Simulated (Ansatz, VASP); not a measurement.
## WC (Qusongite) in two plane-wave programs

Aim: how closely do two programs agree when they are given the same cell, functional and k mesh? The cell is taken from a series of runs on this material, whose earlier steps may have relaxed, scaled, displaced or heated it; both programs get it as it stands.

Main program and level: Ansatz 0.2.0; plane waves, with VASP 6.6.1 beside it; zone-centre phonons at LDA.

**1. The starting structure**

It takes space group P-6m2 (No. 187, hexagonal). The conventional cell has a = 2.884 Å, b = 2.884 Å, c = 2.813 Å, α = 90.00°, β = 90.00°, γ = 120.00°. Nearest to C lie 6 W at 2.18 Å. Nearest to W lie 6 C at 2.18 Å. Farther neighbours are not listed.

**2. Ansatz: zone-centre phonons, LDA**

Ansatz runs on its PAW soft_1 files.

Second derivatives magnify differences that forces hide, and they need a tight electronic threshold.

Contents of input.yaml:

```yaml
crystal:
  lattice:
    - [2.8839292824, 0.0, 0.0]
    - [-1.4419646412, 2.4975560213, 0.0]
    - [0.0, 0.0, 2.8128330476]
  atoms:
    - { symbol: C, position: [0.6666666667, 0.3333333333, 0.5] }
    - { symbol: W, position: [0.0, 0.0, 0.0] }
kpoints:
  mp_grid: { grid: [18, 18, 16] }
hamiltonian:
  xc: lda
  pseudopotentials: { kind: paw, azcp: { folder: soft_1 }, xc_functional: pbe }
scf:
  occupations: { method: methfessel_paxton, width: 0.2 }
output:
  eigenvalues: true
phonons:
  method: dfpt
```

Started as:

```
> ansatz run input.yaml --threads 4 --pin off --max-ram 10240MiB --backend cpu --events-out ev --progress --plain --runs-dir out
```

Numbers of over 12 decimals in the logs are rounded to 6 here.

The program printed:

```text
zone centre: on kpoints.mp_grid the ground state, and the responses unless they are solved on pairs of k-points, stand on 819 of the mesh's 5184 k-points, reduced under 4 symmetry operations, with k and −k counted as one. Each operation leaves every solved displacement unchanged or reverses it
Engine: ansatz 0.2.0, aarch64-unknown-linux-gnu
Pseudopotentials: kind: paw
Pseudopotential: C, paw, valence charge 4, recommended cutoff 420 eV (normal), soft_1/C.paw.azcp
Pseudopotential: W, paw, valence charge 14, recommended cutoff 420 eV (normal), soft_1/W.paw.azcp
Functional definition: SPW92
  exchange = slater_x
  correlation = pw_c
Crystal: 2 atoms, lattice volume = 20.260 Å³
Basis set: ecut = 420 eV, 405 PW (Γ), exchange–correlation on 40×40×40 points (8 copies of the dense FFT grid, shifted against one another)
Bands: 13, of which v1, the nominal top of the filled ones, is band 9 counted from 1 (8 counted from 0)
Symmetry: 12 space group operations
k-points: 819 of 5184 (irreducible under 4 space group operations, time reversal used)
Non-local potential: C, projectors of the file, l = 0: 2, l = 1: 2, l = 2: 1
Non-local potential: W, projectors of the file, l = 0: 3, l = 1: 2, l = 2: 2, l = 3: 1
PAW form: soft (Blöchl's): semilocal exchange-correlation on the pseudo side does not see the compensation charge
PAW frozen core: C, regenerated for the run's functional, and the local potential with it (the file was generated under x = pbe(κ = 0.804, μ = 0.219515), c = pbe(β = 0.066725))
PAW frozen core: W, regenerated for the run's functional, and the local potential with it (the file was generated under x = pbe(κ = 0.804, μ = 0.219515), c = pbe(β = 0.066725))
PAW one-centre angular grid: C, 110 points (default); XC on 64 Gauss nodes
PAW one-centre angular grid: W, 590 points (default); XC on 64 Gauss nodes
Initial density: superposition of atomic densities (chi_scale 0.1, normalization cell, long waves kept (reshape's long-wave potential 0.00 eV rms))
Initial wavefunctions: pseudopotential atomic-orbital guess
Functional: x = slater, c = lda
SCF iter   1: F=—  HF=-10375.427984 eV  |F-HF|=—  |Δ(HF+E_count)|=         —  Δρ=1.34e-1  dr2=4.85e0  ethr=3.10e-3  ⟨swp⟩=5.0  Hψ=53256  notcnv=0
preconditioner: auto → none  [metal: Δε(μ)=0.041 eV  Ē_g=10.939 eV  σ=0.200 eV  W_gap=0.17  n_scr=8 (ndim 8)  ℏωp=26.1 eV  f_vac=0.000  D(μ)=0.20/eV (n_scr^D=0)  sad-step TF]
SCF iter   2: F=—  HF=-10374.813140 eV  |F-HF|=—  |Δ(HF+E_count)|=   6.15e-1  S|Δr|=    0.00e0  Δρ=9.41e-2  dr2=2.45e0  ethr=3.10e-3  ⟨swp⟩=2.0  Hψ=20303  notcnv=0
SCF iter   3: F=—  HF=-10374.179950 eV  |F-HF|=—  |Δ(HF+E_count)|=   6.33e-1  S|Δr|=    0.00e0  Δρ=7.05e-3  dr2=8.46e-3  ethr=3.10e-3  ⟨swp⟩=2.2  Hψ=18279  notcnv=0
SCF iter   4: F=—  HF=-10374.179859 eV  |F-HF|=—  |Δ(HF+E_count)|=   9.12e-5  S|Δr|=    0.00e0  Δρ=1.11e-3  dr2=1.03e-4  ethr=4.70e-5  ⟨swp⟩=1.2  Hψ=17872  notcnv=0
SCF iter   5: F=—  HF=-10374.179924 eV  |F-HF|=—  |Δ(HF+E_count)|=   6.49e-5  S|Δr|=    0.00e0  Δρ=1.50e-4  dr2=2.52e-6  ethr=5.70e-7  ⟨swp⟩=2.3  Hψ=16215  notcnv=0
SCF iter   6: F=—  HF=-10374.179924 eV  |F-HF|=—  |Δ(HF+E_count)|=   6.46e-7  S|Δr|=    0.00e0  Δρ=2.31e-5  dr2=6.23e-8  ethr=1.40e-8  ⟨swp⟩=2.4  Hψ=17615  notcnv=0
SCF iter   7: F=—  HF=-10374.179924 eV  |F-HF|=—  |Δ(HF+E_count)|=   3.51e-7  S|Δr|=    0.00e0  Δρ=4.36e-6  dr2=2.14e-9  ethr=3.46e-10  ⟨swp⟩=2.3  Hψ=15839  notcnv=0
SCF iter   8: F=—  HF=-10374.179924 eV  |F-HF|=—  |Δ(HF+E_count)|=  5.86e-10  S|Δr|=    0.00e0  Δρ=4.95e-7  dr2=1.47e-11  ethr=1.19e-11  ⟨swp⟩=2.8  Hψ=16899  notcnv=0
SCF iter   9: F=-10374.179924 eV  HF=-10374.179924 eV  |F-HF|=7.28e-12  |Δ(HF+E_count)|=    0.00e0  S|Δr|=    0.00e0  Δρ=5.68e-8  dr2=1.89e-13  ethr=1.00e-12  ⟨swp⟩=5.0  Hψ=40009  notcnv=0
SCF 1 converged in 9 iterations: F = -10374.179924 eV  dr2 = 1.89e-13
  greatest PAW one-centre occupation: 0.999 electrons in one spin orbital (limit 2), on the W atom at site 1 (counted from 0), in its partial waves of l = 0
DFPT response loops at Γ: preconditioner auto → Kerker (q_TF=auto, 2.675 Å⁻¹) (partly filled bands, converged f_vac=0.000); β = 1.00, the filter's whole step (`scf.mixing.beta` (0.50) is not read by the response loops under this deck's `scf.mixing.preconditioner`; to damp them name `kerker` or `kerker_dos`, under which they read `scf.mixing.beta`, and type it under 1.00, their step now; both keys bind the ground state too); Broyden in place of MSR1
SCF converged after 9 iterations
Stability not checked: this state was not tested for a lower state beside it, because cold or Methfessel-Paxton smearing, or corrected tetrahedra, fill the levels in a way that the test cannot read (fill_not_monotonic; see scf.lower_state_search)
Free energy (F): -10374.179924 eV
Harris-Foulkes:  -10374.179924 eV  (|F-HF|=7.28e-12)
Internal energy: -10374.179749 eV  (E = F + TS)
E sigma→0 (E₀):  -10374.179880 eV
Entropy (-TS):   -0.000175 eV (-0.087 meV/atom)
Fermi energy:    20.680700 eV
--- Per-component energies (eV) ---
  E_band       = -56.700880
  E_kinetic    = 512.006143
  E_local      = -591.850748  (includes V_loc(G=0)·N_el)
  E_nonlocal   = 4.008627
  E_hartree    = 243.257593
  E_xc         = -314.492271
  E_vxc        = -291.733509  (∫ρ·V_xc dr)
  E_paw        = -8416.782739  (= ΣΔE_a)
  E_vpaw       = -175.646734  (= ΣTr[D̂ρ^β])
  E_aug_tail   = 0.000159  (compensation charges beyond the density's cutoff)
  E_ewald      = -1810.672596
  E_core_change = 0.346082  (= ΣΔE_core)
  E_smearing   = -0.000175  (= −TS)
  E_closure    = 0.000000  (closes the sum)
  Σ components = -10374.179924   (vs F -10374.179924, Δ=0.00e0)
--- Band table (eV; the first three rows and the last of 819) ---
  k-point 0: bands = [... 5 lower, 16.2229, 17.2289, 17.2289, 20.7961, 23.9731, 23.9731, 26.4016, 26.4016]
  k-point 1: bands = [... 5 lower, 16.1866, 17.2736, 17.2736, 20.7767, 23.6096, 23.6096, 26.6265, 26.6265]
  k-point 2: bands = [... 5 lower, 16.0269, 17.4045, 17.4045, 20.8066, 22.8479, 22.8479, 26.9449, 26.9449]
  k-point 818: bands = [... 5 lower, 14.1557, 14.8444, 18.7150, 19.4020, 25.8653, 26.2626, 26.9323, 30.4405]
--- Phonons (Γ-DFPT): 4 representative perturbations + reference, on 819 of 5184 k-points (Σ response iterations 12) ---
  k mesh reduced under 4 symmetry operations, with k and −k counted as one. Each operation leaves every solved displacement unchanged or reverses it
  ASR residual: 4.225e-5 → 0.000e0 eV/Å²; symmetrization residual: 9.805e-7 eV/Å²
  ASR residual per site (eV/Å²): 7.43e-6 4.22e-5
  Γ frequencies (cm⁻¹): 0.00 0.00 0.00 601.32 626.62 626.62
  non-analytic LO–TO correction: not included (Born effective charges unavailable; polar crystals: no LO–TO splitting at Γ)
```

Reading the cycles: dr2 is the Hartree energy of the density residual (eV), the measure of convergence; HF is the Harris–Foulkes estimate of the energy, which meets the free energy F at convergence.

**3. VASP: zone-centre phonons, LDA**

The same cell, functional (in two slightly different forms), mesh and smearing now go to VASP, with its own data sets.

Lines of VASP's logs that name or quote its potential files are left out, and so is its time.

Contents of INCAR:

```
SYSTEM = WC
PREC = Accurate
ENCUT = 600
EDIFF = 1E-08
NELM = 120
ISMEAR = 1
SIGMA = 0.2
LREAL = .FALSE.
ALGO = Normal
GGA = CA
NBANDS = 11
LASPH = .TRUE.
LORBIT = 11
LWAVE = .FALSE.
LCHARG = .FALSE.
ISIF = 2
IBRION = 8
GGA_COMPAT = .FALSE.
KPAR = 2
```

Contents of POSCAR:

```
WC
1.0
    2.8839292824      0.0000000000      0.0000000000
   -1.4419646412      2.4975560213      0.0000000000
    0.0000000000      0.0000000000      2.8128330476
C W
1 1
Direct
    0.6666666667      0.3333333333      0.5000000000
    0.0000000000      0.0000000000      0.0000000000
```

Contents of KPOINTS:

```
Automatic mesh
0
Gamma
18 18 16
0 0 0
```

PAW data sets: C and W (LDA family, release 64).

Started as:

```
> mpirun -np 2 vasp_std
```

The program printed:

```text
[banner, memory and clock lines left out]
running    2 mpi-ranks, on    1 nodes
 distrk:  each k-point on    1 cores,    2 groups
 distr:  one band on    1 cores,    1 groups

 POSCAR found type information on POSCAR C W
 POSCAR found :  2 types and       2 ions
 LDA part: xc-table for (Slater(with rela. corr.)+CA(PZ))
 , standard interpolation
 POSCAR, INCAR and KPOINTS ok, starting setup
 FFT: planning ... GRIDC
 FFT: planning ... GRID_SOFT
 FFT: planning ... GRID
 WAVECAR not read
 entering main loop
       N       E                     dE             d eps       ncg     rms          rms(c)
DAV:   1     0.240209686014E+02    0.24021E+02   -0.54916E+03  7326   0.926E+02
DAV:   2    -0.260599327168E+02   -0.50081E+02   -0.47816E+02  8562   0.202E+02
DAV:   3    -0.279707964144E+02   -0.19109E+01   -0.18923E+01  8998   0.338E+01
DAV:   4    -0.279808443437E+02   -0.10048E-01   -0.10046E-01  7962   0.286E+00
DAV:   5    -0.279808765510E+02   -0.32207E-04   -0.32206E-04  8777   0.168E-01    0.351E+01
DAV:   6    -0.249505489880E+02    0.30303E+01   -0.13919E+01  8414   0.224E+01    0.110E+01
DAV:   7    -0.248624025540E+02    0.88146E-01   -0.70097E-01  7500   0.678E+00    0.843E+00
DAV:   8    -0.248169411041E+02    0.45461E-01   -0.10840E-01  8027   0.249E+00    0.248E+00
DAV:   9    -0.248102719869E+02    0.66691E-02   -0.15677E-02  7920   0.805E-01    0.110E-01
DAV:  10    -0.248101773279E+02    0.94659E-04   -0.74142E-04  8351   0.240E-01    0.153E-01
DAV:  11    -0.248101646900E+02    0.12638E-04   -0.65910E-05  8535   0.566E-02    0.699E-03
DAV:  12    -0.248101638979E+02    0.79212E-06   -0.36650E-06  8154   0.132E-02    0.887E-03
DAV:  13    -0.248101638782E+02    0.19688E-07   -0.23394E-07  8337   0.465E-03    0.704E-04
DAV:  14    -0.248101638795E+02   -0.12758E-08   -0.63522E-09  4491   0.646E-04
   1 F= -.24810164E+02 E0= -.24810059E+02  d E =-.316037E-03
 Linear response reoptimize wavefunctions to high precision
DAV:   1    -0.248101638801E+02   -0.66734E-09   -0.18313E-09  7595   0.384E-04
DAV:   2    -0.248101638802E+02   -0.10459E-10   -0.32625E-11  3831   0.485E-05
 Linear response DOF=           4
 Linear response progress:
  Degree of freedom:   1/  4
       N       E                     dE             d eps       ncg     rms          rms(c)
RMM:   1    -0.120213535899E+00   -0.12021E+00    0.21974E-02 73591   0.208E+00
RMM:   2    -0.115784328808E+00    0.44292E-02   -0.23443E-03 50482   0.440E-01    0.218E-01
RMM:   3    -0.116030738857E+00   -0.24641E-03   -0.50930E-04 47839   0.151E-01    0.114E-01
RMM:   4    -0.116835169363E+00   -0.80443E-03   -0.35632E-04 48215   0.121E-01    0.257E-02
RMM:   5    -0.116807337140E+00    0.27832E-04   -0.45140E-06 52469   0.186E-02    0.108E-03
RMM:   6    -0.116819749305E+00   -0.12412E-04   -0.18659E-07 53030   0.225E-03    0.476E-04
RMM:   7    -0.116816692590E+00    0.30567E-05    0.78863E-08 53346   0.360E-04    0.741E-05
RMM:   8    -0.116816826345E+00   -0.13375E-06    0.81005E-08 55336   0.677E-05    0.313E-05
RMM:   9    -0.116816725365E+00    0.10098E-06    0.11869E-09 55585   0.193E-05    0.388E-06
RMM:  10    -0.116816712738E+00    0.12626E-07   -0.95403E-10 51523   0.675E-06    0.126E-06
RMM:  11    -0.116816709164E+00    0.35741E-08   -0.39234E-09 38998   0.539E-06    0.352E-07
 first order change of Fermi-energy   0.64715E-05
 force on displaced ion       1 direction 1 : -16.675   0.002   0.000
 Linear response progress:
  Degree of freedom:   2/  4
       N       E                     dE             d eps       ncg     rms          rms(c)
RMM:   1    -0.124352905339E+00   -0.12435E+00    0.33581E-02 25960   0.217E+00
RMM:   2    -0.120562971491E+00    0.37899E-02   -0.25829E-03 17880   0.470E-01    0.198E-01
RMM:   3    -0.120614696247E+00   -0.51725E-04   -0.88536E-04 16877   0.193E-01    0.948E-02
RMM:   4    -0.121523235121E+00   -0.90854E-03   -0.59301E-04 17344   0.145E-01    0.216E-02
RMM:   5    -0.121523382071E+00   -0.14695E-06   -0.11332E-05 18380   0.233E-02    0.299E-03
RMM:   6    -0.121550605688E+00   -0.27224E-04   -0.68430E-07 18203   0.503E-03    0.534E-04
RMM:   7    -0.121550554733E+00    0.50955E-07   -0.37651E-08 18919   0.655E-04    0.204E-04
RMM:   8    -0.121549688989E+00    0.86574E-06   -0.19643E-08 19049   0.909E-05    0.275E-05
RMM:   9    -0.121549610410E+00    0.78579E-07    0.82670E-09 19416   0.287E-05    0.955E-06
RMM:  10    -0.121549582034E+00    0.28376E-07   -0.18034E-09 19560   0.118E-05    0.580E-07
RMM:  11    -0.121549581392E+00    0.64232E-09   -0.26718E-09 14607   0.379E-06    0.286E-07
 first order change of Fermi-energy   0.24294E-03
 force on displaced ion       1 direction 3 :   0.000  -0.000 -15.352
 Linear response progress:
  Degree of freedom:   3/  4
       N       E                     dE             d eps       ncg     rms          rms(c)
RMM:   1    -0.110755976036E+00   -0.11076E+00   -0.84901E-02 64433   0.188E+00
RMM:   2    -0.107903936395E+00    0.28520E-02   -0.17581E-03 49597   0.327E-01    0.208E-01
RMM:   3    -0.107015251015E+00    0.88869E-03   -0.32046E-04 51817   0.111E-01    0.121E-01
RMM:   4    -0.106633306512E+00    0.38194E-03   -0.48665E-04 51948   0.135E-01    0.184E-02
RMM:   5    -0.106659108194E+00   -0.25802E-04    0.97642E-07 53899   0.146E-02    0.354E-03
RMM:   6    -0.106664040183E+00   -0.49320E-05   -0.10018E-07 53808   0.154E-03    0.114E-03
RMM:   7    -0.106665033147E+00   -0.99296E-06   -0.41576E-08 54235   0.684E-04    0.140E-04
RMM:   8    -0.106664348512E+00    0.68464E-06    0.33238E-08 56129   0.136E-04    0.205E-05
RMM:   9    -0.106664348020E+00    0.49216E-09    0.53591E-09 56098   0.287E-05    0.494E-06
 first order change of Fermi-energy  -0.62078E-04
 force on displaced ion       2 direction 1 : -16.675   0.002   0.000
 Linear response progress:
  Degree of freedom:   4/  4
       N       E                     dE             d eps       ncg     rms          rms(c)
RMM:   1    -0.116109533099E+00   -0.11611E+00   -0.92917E-02 23579   0.193E+00
RMM:   2    -0.112362855968E+00    0.37467E-02   -0.22108E-03 17527   0.381E-01    0.173E-01
RMM:   3    -0.111761353686E+00    0.60150E-03   -0.21758E-04 18282   0.101E-01    0.954E-02
RMM:   4    -0.111696912690E+00    0.64441E-04   -0.34789E-04 18101   0.124E-01    0.134E-02
RMM:   5    -0.111717700142E+00   -0.20787E-04   -0.27492E-06 19095   0.130E-02    0.412E-03
RMM:   6    -0.111729989281E+00   -0.12289E-04    0.41403E-08 19005   0.156E-03    0.125E-03
RMM:   7    -0.111732788099E+00   -0.27988E-05    0.17997E-09 19037   0.684E-04    0.210E-04
RMM:   8    -0.111732737866E+00    0.50233E-07   -0.75639E-09 19589   0.101E-04    0.856E-05
RMM:   9    -0.111732335176E+00    0.40269E-06   -0.15500E-09 19737   0.460E-05    0.404E-06
RMM:  10    -0.111732328397E+00    0.67788E-08   -0.10341E-09 20034   0.108E-05    0.185E-06
 first order change of Fermi-energy  -0.45697E-03
 force on displaced ion       2 direction 3 :  -0.000   0.000 -15.357
 Linear response finished
```

(Continued in part 2 of 2.)

[Lines on the potential files, build, host, timing and source positions are cut from VASP's logs without a mark.]

[Logs are printed without paths, hosts, clocks, repeated set-up lines and the standing remarks that a program may print on its own settings, such as how far it seeks lower states.]

[Hosts, paths, dates, database ids (printed as entryN), source tags and the programs' standing remarks are cut or masked in the printed files.]
